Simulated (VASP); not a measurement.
Output of a VASP run:

File OSZICAR:
```
       N       E                     dE             d eps       ncg     rms          rms(c)
DAV:   1     0.366154381406E+01    0.36615E+01   -0.41880E+03   904   0.919E+02
DAV:   2    -0.188791521613E+02   -0.22541E+02   -0.21890E+02  1416   0.113E+02
DAV:   3    -0.191056511222E+02   -0.22650E+00   -0.22650E+00  1104   0.147E+01
DAV:   4    -0.191060604298E+02   -0.40931E-03   -0.40931E-03  1416   0.625E-01
DAV:   5    -0.191060605585E+02   -0.12873E-06   -0.12873E-06  1096   0.105E-02    0.802E+00
DAV:   6    -0.172008115081E+02    0.19052E+01   -0.13064E+00  1320   0.819E+00    0.492E+00
DAV:   7    -0.170818659018E+02    0.11895E+00   -0.48342E-01   912   0.483E+00    0.123E+00
DAV:   8    -0.170916789152E+02   -0.98130E-02   -0.21981E-01  1000   0.462E+00    0.548E-01
DAV:   9    -0.171942574946E+02   -0.10258E+00   -0.16698E-02  1040   0.125E+00    0.322E-01
DAV:  10    -0.171995902597E+02   -0.53328E-02   -0.68296E-04  1272   0.268E-01    0.292E-01
DAV:  11    -0.172250921978E+02   -0.25502E-01   -0.67827E-03   896   0.992E-01    0.568E-02
DAV:  12    -0.172261707279E+02   -0.10785E-02   -0.28556E-03  1264   0.573E-01    0.496E-02
DAV:  13    -0.172263397424E+02   -0.16901E-03   -0.10847E-04   936   0.122E-01    0.201E-02
DAV:  14    -0.172264043424E+02   -0.64600E-04   -0.18874E-05  1152   0.555E-02    0.213E-02
DAV:  15    -0.172264263093E+02   -0.21967E-04   -0.48483E-05   896   0.577E-02    0.598E-03
DAV:  16    -0.172264389668E+02   -0.12658E-04   -0.42954E-06   896   0.254E-02    0.245E-03
DAV:  17    -0.172264383024E+02    0.66439E-06   -0.11721E-07  1032   0.387E-03    0.206E-03
DAV:  18    -0.172264389360E+02   -0.63360E-06   -0.75591E-08   624   0.298E-03    0.684E-04
DAV:  19    -0.172264385608E+02    0.37517E-06   -0.24283E-08   448   0.147E-03    0.661E-04
DAV:  20    -0.172264386072E+02   -0.46351E-07   -0.18063E-09   448   0.469E-04
   1 F= -.17226439E+02 E0= -.17226439E+02  d E =0.000000E+00
       N       E                     dE             ncg
       N       E                     dE             ncg
```

### OUTCAR
```
------------------------ aborting loop because EDIFF is reached ----------------------------------------
  FORCE on cell =-STRESS in cart. coord.  units (eV):
  Direction    XX          YY          ZZ          XY          YZ          ZX
  --------------------------------------------------------------------------------------
  Total        0.0001955      0.0001955      0.0001955      0.0000000      0.0000000      0.0000000
  in kB        0.0135054      0.0135054      0.0135054      0.0000000      0.0000000      0.0000000
  external PRESSURE =       0.0135054 kB  Pullay stress =       0.0000000 kB
  volume of cell :       23.19
      direct lattice vectors                 reciprocal lattice vectors
     0.000000000  2.263423139  2.263423139    -0.220904342  0.220904342  0.220904342
     2.263423139  0.000000000  2.263423139     0.220904342 -0.220904342  0.220904342
     2.263423139  2.263423139  0.000000000     0.220904342  0.220904342 -0.220904342
  FREE ENERGIE OF THE ION-ELECTRON SYSTEM (eV)
  ---------------------------------------------------
  free  energy   TOTEN  =       -17.2264386072 eV

  energy  without entropy=      -17.2264386072  energy(sigma->0) =      -17.22643861

 total charge

# of ion       s       p       d       tot
------------------------------------------
    1        0.680   1.278   0.000   1.958
    2        0.985   1.590   0.000   2.575
--------------------------------------------------
tot          1.665   2.868   0.000   4.533
```
(Selected blocks of OUTCAR.)

### POSCAR
```
BP
1
    0.0000000000     2.2634231392     2.2634231392
    2.2634231392    -0.0000000000     2.2634231392
    2.2634231392     2.2634231392    -0.0000000000
B P
1 1
Direct
  0.0000000000   0.0000000000   0.0000000000
  0.2500000000   0.2500000000   0.2500000000
```

Task: Reconstruct the remaining input files.

Result: This is not unique; one that fits is the input of the run itself, r2SCAN+rVV10, plane waves, VASP's PBE PAW potentials (set 64).

### INCAR
```
ALGO = Normal
BPARAM = 11.95
CPARAM = 0.0093
EDIFF = 1E-7
ENCUT = 520
ISIF = 2
ISMEAR = -5
LASPH = .TRUE.
LCHARG = .FALSE.
LMIXTAU = .TRUE.
LORBIT = 11
LREAL = .FALSE.
LUSE_VDW = .TRUE.
LWAVE = .FALSE.
METAGGA = R2SCAN
NEDOS = 601
NELM = 100
PREC = Accurate
SYSTEM = BP
```

**KPOINTS**
```
Automatic
0
G
 11 11 11
```

### KPOINTS_OPT
```
k-points along high-symmetry lines
10
Line-mode
Reciprocal
  0.000000   0.000000   0.000000 ! GAMMA
 -0.500000  -0.500000   0.000000 ! X

 -0.500000  -0.500000   0.000000 ! X
 -0.375000  -0.375000   0.250000 ! U

 -0.375000   0.000000   0.375000 ! K
  0.000000   0.000000   0.000000 ! GAMMA

  0.000000   0.000000   0.000000 ! GAMMA
  0.000000   0.000000   0.500000 ! L

  0.000000   0.000000   0.500000 ! L
 -0.500000  -0.250000   0.250000 ! W

 -0.500000  -0.250000   0.250000 ! W
 -0.500000  -0.500000   0.000000 ! X
```

POTCAR, in this order: B P (PBE.64 set). Program: vasp_std.

The structure comes from a measured BP entry (F-43m) of the Crystallography Open Database, whose conditions weren't checked. It was relaxed first.
